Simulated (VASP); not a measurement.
Method: revTPSS meta-GGA, VASP's PBE PAW potentials (set 64) (plane waves; VASP).

VASP ran on this input.

File KPOINTS_OPT:
```
k-points along high-symmetry lines
10
Line-mode
Reciprocal
  0.000000   0.000000   0.000000 ! GAMMA
  0.500000  -0.500000   0.500000 ! H

  0.500000  -0.500000   0.500000 ! H
  0.000000  -0.000000   0.500000 ! N

  0.000000  -0.000000   0.500000 ! N
  0.000000   0.000000   0.000000 ! GAMMA

  0.000000   0.000000   0.000000 ! GAMMA
  0.250000   0.250000   0.250000 ! P

  0.250000   0.250000   0.250000 ! P
  0.500000  -0.500000   0.500000 ! H

  0.250000   0.250000   0.250000 ! P
  0.000000  -0.000000   0.500000 ! N
```

**INCAR**
```
SYSTEM = Ta
PREC = Accurate; ENCUT = 520; LREAL = .FALSE.
LASPH = .TRUE.
EDIFF = 1E-7; NELM = 100; ALGO = Normal
LMAXMIX = 6; LMIXTAU = .TRUE.
ISMEAR = -5
METAGGA = RTPSS
ISIF = 2
LWAVE = .FALSE.; LCHARG = .FALSE.; LORBIT = 11
NEDOS = 601
```

### POSCAR
```
Ta
1.0
 -1.6438056710   1.6438056710   1.6438056710
  1.6438056710  -1.6438056710   1.6438056710
  1.6438056710   1.6438056710  -1.6438056710
Ta
1
Cartesian
  0.0000000000   0.0000000000   0.0000000000
```

**KPOINTS**
```
Automatic mesh
0
Gamma
17 17 17
0 0 0
```

POTCAR, in this order: Ta_pv (PBE.64 set). Program: vasp_std.

Output of the run:

### OSZICAR
```
       N       E                     dE             d eps       ncg     rms          rms(c)
DAV:   1     0.114807174676E+03    0.11481E+03   -0.82896E+03  3002   0.156E+03
DAV:   2     0.356545037511E+02   -0.79153E+02   -0.77954E+02  3399   0.356E+02
DAV:   3     0.335599612002E+02   -0.20945E+01   -0.19597E+01  4902   0.604E+01
DAV:   4     0.335240144928E+02   -0.35947E-01   -0.35422E-01  3593   0.501E+00
DAV:   5     0.335232059509E+02   -0.80854E-03   -0.80716E-03  4383   0.711E-01    0.113E+01
DAV:   6     0.253898239614E+02   -0.81334E+01   -0.20017E+01  2974   0.601E+01    0.108E+01
DAV:   7     0.253478377371E+02   -0.41986E-01   -0.28210E-01  3210   0.701E+00    0.145E+01
DAV:   8     0.255742311596E+02    0.22639E+00   -0.27349E+00  3068   0.207E+01    0.117E+00
DAV:   9     0.255760635651E+02    0.18324E-02   -0.20288E-02  3104   0.204E+00    0.902E-01
DAV:  10     0.255760825332E+02    0.18968E-04   -0.50634E-02  3050   0.276E+00    0.868E-01
DAV:  11     0.255631759730E+02   -0.12907E-01   -0.11030E-02  3052   0.125E+00    0.825E-02
DAV:  12     0.255627401709E+02   -0.43580E-03   -0.13087E-04  3103   0.169E-01    0.206E-02
DAV:  13     0.255627388459E+02   -0.13250E-05   -0.61697E-06  3161   0.362E-02    0.220E-02
DAV:  14     0.255627477260E+02    0.88801E-05   -0.81713E-06  3071   0.299E-02    0.306E-03
DAV:  15     0.255627465580E+02   -0.11679E-05   -0.73452E-07  3067   0.104E-02    0.150E-03
DAV:  16     0.255627450104E+02   -0.15476E-05   -0.70487E-08  1551   0.340E-03    0.908E-04
DAV:  17     0.255627459574E+02    0.94700E-06   -0.15599E-08  1509   0.186E-03    0.233E-04
DAV:  18     0.255627455511E+02   -0.40636E-06   -0.45523E-10  1509   0.579E-04    0.265E-05
DAV:  19     0.255627456333E+02    0.82216E-07   -0.10674E-10  1506   0.123E-04
   1 F= 0.25562746E+02 E0= 0.25562746E+02  d E =0.000000E+00
       N       E                     dE             ncg
```

### OUTCAR
```
------------------------ aborting loop because EDIFF is reached ----------------------------------------
  FORCE on cell =-STRESS in cart. coord.  units (eV):
  Direction    XX          YY          ZZ          XY          YZ          ZX
  --------------------------------------------------------------------------------------
  Total       -0.0030637     -0.0030637     -0.0030637      0.0000000     -0.0000000      0.0000000
  in kB       -0.2762755     -0.2762755     -0.2762755      0.0000000     -0.0000000      0.0000000
  external PRESSURE =      -0.2762755 kB  Pullay stress =       0.0000000 kB
  volume of cell :       17.77
      direct lattice vectors                 reciprocal lattice vectors
    -1.643805671  1.643805671  1.643805671     0.000000000  0.304172208  0.304172208
     1.643805671 -1.643805671  1.643805671     0.304172208  0.000000000  0.304172208
     1.643805671  1.643805671 -1.643805671     0.304172208  0.304172208  0.000000000
 POSITION                                       TOTAL-FORCE (eV/Angst)
 -----------------------------------------------------------------------------------
      0.00000      0.00000      0.00000        -0.000000     -0.000000      0.000000
 -----------------------------------------------------------------------------------
    total drift:                                0.000000      0.000000      0.000000
  FREE ENERGIE OF THE ION-ELECTRON SYSTEM (eV)
  ---------------------------------------------------
  free  energy   TOTEN  =        25.5627456333 eV

  energy  without entropy=       25.5627456333  energy(sigma->0) =       25.56274563

 total charge

# of ion       s       p       d       tot
------------------------------------------
    1        0.382   6.174   2.422   8.978
```
(Selected blocks of OUTCAR.)

For a metal the tetrahedron method with Blöchl corrections gives inexact stress and forces.

The compound is Ta in the bcc structure. It was relaxed first.
